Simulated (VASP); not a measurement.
All values below come from PBE GGA with spin-orbit coupling, VASP's PBE PAW potentials (set 64) (plane waves; VASP).

Input for VASP

### KPOINTS
```
Automatic
0
gamma
6 6 6
```

**POSCAR**
```
ReRh2
1.0
  0.0000000000   3.5873990000   3.5873990000
  3.5873990000   0.0000000000   3.5873990000
  3.5873990000   3.5873990000   0.0000000000
Rh Re
4 2
Direct
  0.1250000000   0.1250000000   0.1250000000
  0.6250000000   0.1250000000   0.1250000000
  0.1250000000   0.6250000000   0.1250000000
  0.1250000000   0.1250000000   0.6250000000
  0.7500000000   0.7500000000   0.7500000000
  0.5000000000   0.5000000000   0.5000000000
```

### INCAR
```
ALGO=Normal
EDIFF=1E-6
ENCUT=300
GGA=PE
GGA_COMPAT=.FALSE.
ISIF=2
ISMEAR=0
LASPH=.TRUE.
LCHARG=.FALSE.
LMAXMIX=6
LNONCOLLINEAR=.TRUE.
LORBIT=11
LREAL=.FALSE.
LSORBIT=.TRUE.
LWAVE=.FALSE.
MAGMOM=18*0.0
NELM=100
PREC=Accurate
SIGMA=0.1
SYSTEM=ReRh2
```

POTCAR, in this order: Rh_pv Re (PBE.64 set). Program: vasp_ncl.

What VASP printed:

OUTCAR:
```
 ion  position               nearest neighbor table
   1  0.125  0.125  0.125-   2 2.54   3 2.54   4 2.54   4 2.54   3 2.54   2 2.54   5 2.97   6 2.97
                             5 2.97   6 2.97   5 2.97   6 2.97
   2  0.625  0.125  0.125-   1 2.54   4 2.54   3 2.54   1 2.54   3 2.54   4 2.54   5 2.97   6 2.97
                             6 2.97   5 2.97   5 2.97   6 2.97
   3  0.125  0.625  0.125-   1 2.54   4 2.54   1 2.54   2 2.54   4 2.54   2 2.54   5 2.97   6 2.97
                             5 2.97   5 2.97   6 2.97   6 2.97
   4  0.125  0.125  0.625-   1 2.54   1 2.54   2 2.54   3 2.54   3 2.54   2 2.54   5 2.97   5 2.97
                             6 2.97   6 2.97   5 2.97   6 2.97
   5  0.750  0.750  0.750-   1 2.97   2 2.97   3 2.97   1 2.97   1 2.97   4 2.97   2 2.97   2 2.97
                             4 2.97   3 2.97   3 2.97   4 2.97   6 3.11   6 3.11   6 3.11   6 3.11
   6  0.500  0.500  0.500-   1 2.97   1 2.97   1 2.97   2 2.97   3 2.97   4 2.97   4 2.97   3 2.97
                             2 2.97   2 2.97   3 2.97   4 2.97   5 3.11   5 3.11   5 3.11   5 3.11
  LATTYP: Found a face centered cubic cell.
 ALAT       =     7.1747980000
 Subroutine PRICEL returns:
 Original cell was already a primitive cell.
 Subroutine GETGRP returns: Found 48 space group operations
The static configuration has the point symmetry T_d .
 The point group associated with its full space group is O_h .
The dynamic configuration has the point symmetry T_d .
The overall configuration has the point symmetry T_d .
 Subroutine INISYM returns: Found 48 space group operations
 Subroutine IBZKPT returns following result:
 Found     16 irreducible k-points:
...
```

**OSZICAR**
```
       N       E                     dE             d eps       ncg     rms          rms(c)
DAV:   1     0.675078696910E+03    0.67508E+03   -0.32993E+04  5592   0.156E+03
DAV:   2    -0.193029875318E+01   -0.67701E+03   -0.65329E+03  5072   0.833E+02
DAV:   3    -0.497101442302E+02   -0.47780E+02   -0.42731E+02  5088   0.227E+02
DAV:   4    -0.558956061209E+02   -0.61855E+01   -0.57347E+01  4920   0.923E+01
DAV:   5    -0.566642164178E+02   -0.76861E+00   -0.72879E+00  4816   0.289E+01    0.373E+01
DAV:   6    -0.553782151459E+02    0.12860E+01   -0.24661E+01  5152   0.602E+01    0.197E+01
DAV:   7    -0.540351074729E+02    0.13431E+01   -0.24162E+01  4760   0.664E+01    0.151E+01
DAV:   8    -0.523816097143E+02    0.16535E+01   -0.34313E+00  5120   0.271E+01    0.434E+00
DAV:   9    -0.523645091273E+02    0.17101E-01   -0.54473E-01  5192   0.660E+00    0.121E+00
DAV:  10    -0.523628415020E+02    0.16676E-02   -0.62056E-02  5200   0.259E+00    0.517E-01
DAV:  11    -0.523616634853E+02    0.11780E-02   -0.78115E-03  4944   0.115E+00    0.158E-01
DAV:  12    -0.523617343305E+02   -0.70845E-04   -0.18945E-03  5296   0.338E-01    0.764E-02
DAV:  13    -0.523617762114E+02   -0.41881E-04   -0.29612E-04  5016   0.120E-01    0.140E-02
DAV:  14    -0.523617767987E+02   -0.58728E-06   -0.79925E-05  4552   0.477E-02    0.620E-03
DAV:  15    -0.523617784971E+02   -0.16984E-05   -0.23889E-05  2392   0.210E-02    0.300E-03
DAV:  16    -0.523617792104E+02   -0.71328E-06   -0.78130E-06  2216   0.117E-02
   1 F= -.52361779E+02 E0= -.52343547E+02  d E =-.364653E-01  mag=     0.0000    -0.0000    -0.0000
```

### OUTCAR
```
------------------------ aborting loop because EDIFF is reached ----------------------------------------
  FORCE on cell =-STRESS in cart. coord.  units (eV):
  Direction    XX          YY          ZZ          XY          YZ          ZX
  --------------------------------------------------------------------------------------
  Total       -6.7655937     -6.7655937     -6.7655937      0.0000000      0.0000000      0.0000000
  in kB     -117.3944197   -117.3944197   -117.3944197      0.0000000      0.0000000      0.0000000
  external PRESSURE =    -117.3944197 kB  Pullay stress =       0.0000000 kB
  volume of cell :       92.34
      direct lattice vectors                 reciprocal lattice vectors
     0.000000000  3.587399000  3.587399000    -0.139376746  0.139376746  0.139376746
     3.587399000  0.000000000  3.587399000     0.139376746 -0.139376746  0.139376746
     3.587399000  3.587399000  0.000000000     0.139376746  0.139376746 -0.139376746
 POSITION                                       TOTAL-FORCE (eV/Angst)
 -----------------------------------------------------------------------------------
      0.89685      0.89685      0.89685        -0.000000      0.000000      0.000000
      0.89685      2.69055      2.69055        -0.000000     -0.000000      0.000000
      2.69055      0.89685      2.69055        -0.000000      0.000000      0.000000
      2.69055      2.69055      0.89685        -0.000000     -0.000000      0.000000
      5.38110      5.38110      5.38110         0.000000      0.000000      0.000000
      3.58740      3.58740      3.58740        -0.000000     -0.000000     -0.000000
 -----------------------------------------------------------------------------------
    total drift:                                0.000000      0.000000      0.000000
  FREE ENERGIE OF THE ION-ELECTRON SYSTEM (eV)
  ---------------------------------------------------
  free  energy   TOTEN  =       -52.3617792104 eV

  energy  without entropy=      -52.3253139285  energy(sigma->0) =      -52.34354657

 total charge

# of ion       s       p       d       tot
------------------------------------------
    1        0.426   6.329   7.104  13.859
    2        0.426   6.329   7.104  13.859
    3        0.426   6.329   7.104  13.859
    4        0.426   6.329   7.104  13.859
    5        0.477   0.418   4.433   5.328
    6        0.477   0.418   4.433   5.328
--------------------------------------------------
tot          2.657  26.153  37.281  66.091

 magnetization (x)

# of ion       s       p       d       tot
------------------------------------------
    1        0.000   0.000  -0.000  -0.000
    2       -0.000   0.000  -0.000  -0.000
    3        0.000  -0.000  -0.000  -0.000
    4       -0.000   0.000   0.000   0.000
    5        0.000   0.000   0.000   0.000
    6        0.000   0.000   0.000   0.000
--------------------------------------------------
tot          0.000   0.000   0.000   0.000

 magnetization (y)

# of ion       s       p       d       tot
------------------------------------------
    1        0.000   0.000  -0.000  -0.000
    2        0.000  -0.000   0.000  -0.000
    3       -0.000   0.000   0.000   0.000
    4       -0.000   0.000  -0.000  -0.000
    5        0.000   0.000   0.000   0.000
    6        0.000   0.000   0.000   0.000
--------------------------------------------------
tot          0.000   0.000   0.000   0.000

 magnetization (z)

# of ion       s       p       d       tot
------------------------------------------
    1       -0.000   0.000   0.000   0.000
    2        0.000  -0.000  -0.000  -0.000
    3        0.000   0.000  -0.000   0.000
    4       -0.000   0.000  -0.000  -0.000
    5       -0.000   0.000   0.000   0.000
    6        0.000   0.000   0.000   0.000
--------------------------------------------------
tot          0.000   0.000   0.000   0.000

 Ion:    1  E_soc:     -0.2992335

 Ion:    2  E_soc:     -0.2992335

 Ion:    3  E_soc:     -0.2992335

 Ion:    4  E_soc:     -0.2992335

 Ion:    5  E_soc:     -0.6701103

 Ion:    6  E_soc:     -0.6701103
```
(Selected blocks of OUTCAR.)

At this cut-off the stress carries a Pulay error, which pulls relaxed volumes low.

The structure was generated: ReRh2 was put into an ordered model structure, which need not be its known phase. The cell was not relaxed at this level. The run is one of a series of settings (GGA_COMPAT = .FALSE., LNONCOLLINEAR = .TRUE., LSORBIT = .TRUE., MAGMOM = 0.0 0.0 0.0 0.0 0.0 0.0 0.0 0.0 0.0 0.0 0.0 0.0 0.0 0.0 0.0 0.0 0.0 0.0, program vasp_ncl against the base run), some of them coarse on purpose.
